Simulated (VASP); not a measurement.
Method: PBEsol GGA, VASP's PBE PAW potentials (set 64) (plane waves; VASP).

A VASP calculation is set up with these files.

### POSCAR
```
Mo(211) slab
1
    2.7135209983     0.0000000000     0.0000000000
    0.0000000000     4.4311615474     0.0000000000
    0.0000000000     0.0000000000    23.8746588356
Mo
7
Direct
  0.4802440680   0.5000000000   0.3472664760
  0.8311102329   0.0000000000   0.3923523113
  0.1802328708   0.5000000000   0.4454528078
  0.5000000000   0.0000000000   0.5000000000
  0.8197671292   0.5000000000   0.5545471922
  0.1688897671   0.0000000000   0.6076476887
  0.5197559320   0.5000000000   0.6527335240
```

**INCAR**
```
ENCUT = 400   ! plane-wave cut-off (eV)
LWAVE = F
SYSTEM = Mo(211) slab
LMAXMIX = 4   ! l cut-off of mixed one-centre charges
EDIFF = 1E-6   ! SCF stop (eV)
ALGO = Normal
NELMIN = 4
LREAL = F   ! projection in real space or not
DIPOL = 0.5 0.5 0.5
LORBIT = 11   ! lm-projected
PREC = Normal
LCHARG = F
LVHAR = T
SIGMA = 0.1
GGA = PS
LDIPOL = T
IDIPOL = 3
LASPH = T   ! aspherical one-centre terms
ISMEAR = 1   ! Methfessel-Paxton
NELM = 100   ! most electronic steps
```

File KPOINTS:
```
Automatic mesh
0
Gamma
10 6 1
0 0 0
```

POTCAR, in this order: Mo_sv (PBE.64 set). Program: vasp_std. Read from the step before: WAVECAR.

Output

### OUTCAR
```
 ion  position               nearest neighbor table
   1  0.480  0.500  0.347-   3 2.48   2 2.64   2 2.64   3 3.02   2 3.03   2 3.03
   2  0.831  0.000  0.392-   1 2.64   1 2.64   4 2.72   3 2.72   3 2.72   1 3.03   1 3.03   3 3.10
                             3 3.10   4 3.15
   3  0.180  0.500  0.445-   1 2.48   4 2.71   4 2.71   2 2.72   2 2.72   5 2.78   1 3.02   2 3.10
                             2 3.10   5 3.13   4 3.16   4 3.16
   4  0.500  0.000  0.500-   3 2.71   5 2.71   3 2.71   5 2.71   2 2.72   6 2.72   6 3.15   2 3.15
                             3 3.16   3 3.16   5 3.16   5 3.16
   5  0.820  0.500  0.555-   7 2.48   4 2.71   4 2.71   6 2.72   6 2.72   3 2.78   7 3.02   6 3.10
                             6 3.10   3 3.13   4 3.16   4 3.16
   6  0.169  0.000  0.608-   7 2.64   7 2.64   4 2.72   5 2.72   5 2.72   7 3.03   7 3.03   5 3.10
                             5 3.10   4 3.15
   7  0.520  0.500  0.653-   5 2.48   6 2.64   6 2.64   5 3.02   6 3.03   6 3.03
  LATTYP: Found a simple orthorhombic cell.
 ALAT       =     2.7135209983
 B/A-ratio  =     1.6329932771
 C/A-ratio  =     8.7984057800
 Subroutine PRICEL returns:
 Original cell was already a primitive cell.
 Subroutine GETGRP returns: Found  4 space group operations
The static configuration has the point symmetry C_2h.
The dynamic configuration has the point symmetry C_2h.
 Subroutine INISYM returns: Found  4 space group operations
 Subroutine IBZKPT returns following result:
 Found     24 irreducible k-points:

 Following reciprocal coordinates:
            Coordinates               Weight
  0.000000  0.000000  0.000000      1.000000
  0.100000  0.000000  0.000000      2.000000
  0.200000  0.000000  0.000000      2.000000
  0.300000  0.000000  0.000000      2.000000
  0.400000  0.000000  0.000000      2.000000
  0.500000  0.000000  0.000000      1.000000
  0.000000  0.166667  0.000000      2.000000
  0.100000  0.166667  0.000000      4.000000
  0.200000  0.166667  0.000000      4.000000
  0.300000  0.166667  0.000000      4.000000
  0.400000  0.166667  0.000000      4.000000
  0.500000  0.166667  0.000000      2.000000
...
```

### OSZICAR
```
       N       E                     dE             d eps       ncg     rms          rms(c)
DAV:   1    -0.775691626730E+02   -0.77569E+02   -0.15658E-03  3500   0.222E-01    0.114E-01
DAV:   2    -0.775696471737E+02   -0.48450E-03   -0.91775E-03  3432   0.542E-01    0.206E-01
DAV:   3    -0.775689078975E+02    0.73928E-03   -0.35362E-03  3582   0.342E-01    0.242E-02
DAV:   4    -0.775689056057E+02    0.22918E-05   -0.11751E-04  3498   0.506E-02    0.743E-03
DAV:   5    -0.775689059602E+02   -0.35453E-06   -0.73635E-06  3074   0.110E-02
   1 F= -.77568906E+02 E0= -.77569259E+02  d E =0.105974E-02
```

OUTCAR:
```
------------------------ aborting loop because EDIFF is reached ----------------------------------------
  FORCE on cell =-STRESS in cart. coord.  units (eV):
  Direction    XX          YY          ZZ          XY          YZ          ZX
  --------------------------------------------------------------------------------------
  Total       -5.3717725     -4.3273638     -0.5884785      0.0000000      0.0000000      0.2181803
  in kB      -29.9805950    -24.1516077     -3.2843786      0.0000000      0.0000000      1.2176942
  external PRESSURE =     -19.1388605 kB  Pullay stress =       0.0000000 kB
  volume of cell :      287.07
      direct lattice vectors                 reciprocal lattice vectors
     2.713520998  0.000000000  0.000000000     0.368524880  0.000000000  0.000000000
     0.000000000  4.431161547  0.000000000     0.000000000  0.225674462  0.000000000
     0.000000000  0.000000000 23.874658836     0.000000000  0.000000000  0.041885415
 POSITION                                       TOTAL-FORCE (eV/Angst)
 -----------------------------------------------------------------------------------
      1.30315      2.21558      8.29087        -0.024098      0.000000     -0.012485
      2.25524      0.00000      9.36728        -0.005220      0.000000      0.004581
      0.48907      2.21558     10.63503        -0.010392      0.000000      0.001535
      1.35676      0.00000     11.93733        -0.000000      0.000000      0.000000
      2.22446      2.21558     13.23963         0.010392      0.000000     -0.001535
      0.45829      0.00000     14.50738         0.005220      0.000000     -0.004581
      1.41037      2.21558     15.58379         0.024098      0.000000      0.012485
 -----------------------------------------------------------------------------------
    total drift:                               -0.000000      0.000000     -0.000000
  FREE ENERGIE OF THE ION-ELECTRON SYSTEM (eV)
  ---------------------------------------------------
  free  energy   TOTEN  =       -77.5689059602 eV

  energy  without entropy=      -77.5699656982  energy(sigma->0) =      -77.56925921

 total charge

# of ion       s       p       d       tot
------------------------------------------
    1        2.406   6.104   4.041  12.551
    2        2.390   6.185   3.947  12.521
    3        2.398   6.213   3.989  12.601
    4        2.384   6.213   3.942  12.539
    5        2.398   6.213   3.989  12.601
    6        2.390   6.185   3.947  12.521
    7        2.406   6.104   4.041  12.551
--------------------------------------------------
tot         16.772  43.216  27.897  87.885
```
(Selected blocks of OUTCAR.)

File OUTCAR:
```
 val. band max:        2.2867119566   @ k =   0.3000   0.0000   0.0000

 cond. band min:       2.3230733561   @ k =   0.2000   0.3333   0.0000


 Fermi energy:         2.3045665865

 k-point     1 :       0.0000    0.0000    0.0000
  band No.  band energies     occupation
      1     -58.9328      2.00000
      2     -58.8413      2.00000
      3     -58.6630      2.00000
      4     -58.6142      2.00000
      5     -58.6016      2.00000
      6     -58.4428      2.00000
      7     -58.4386      2.00000
      8     -33.6258      2.00000
      9     -33.5578      2.00000
     10     -33.4264      2.00000
     11     -33.3246      2.00000
     12     -33.1489      2.00000
     13     -33.0699      2.00000
     14     -32.7811      2.00000
     15     -32.7398      2.00000
     16     -32.6432      2.00000
     17     -32.4988      2.00000
     18     -32.3860      2.00000
     19     -32.3642      2.00000
     20     -32.3243      2.00000
     21     -32.2956      2.00000
     22     -32.2232      2.00000
     23     -32.1872      2.00000
     24     -32.1222      2.00000
     25     -32.1126      2.00000
     26     -32.0958      2.00000
     27     -32.0199      2.00000
     28     -32.0018      2.00000
     29      -4.5810      2.00000
     30      -3.3164      2.00000
     31      -2.7836      2.00000
     32      -2.0960      2.00000
     33      -1.9997      2.00000
     34      -1.7921      2.00000
     35      -1.5373      2.00000
     36      -1.1055      2.00000
     37      -0.7494      2.00000
     38      -0.3628      2.00000
     39      -0.3275      2.00000
     40      -0.0877      2.00000
     41       0.0378      2.00000
     42       0.5148      2.00000
     43       0.5590      2.00000
     44       0.6859      2.00000
     45       0.7588      2.00000
     46       0.8372      2.00000
     47       1.0282      2.00000
     48       1.1756      2.00000
     49       1.5584      2.00000
     50       1.5927      2.00000
     51       2.6276     -0.00005
...
```

The cell is a thin slab with vacuum, built from Mo (bcc): (211) face.
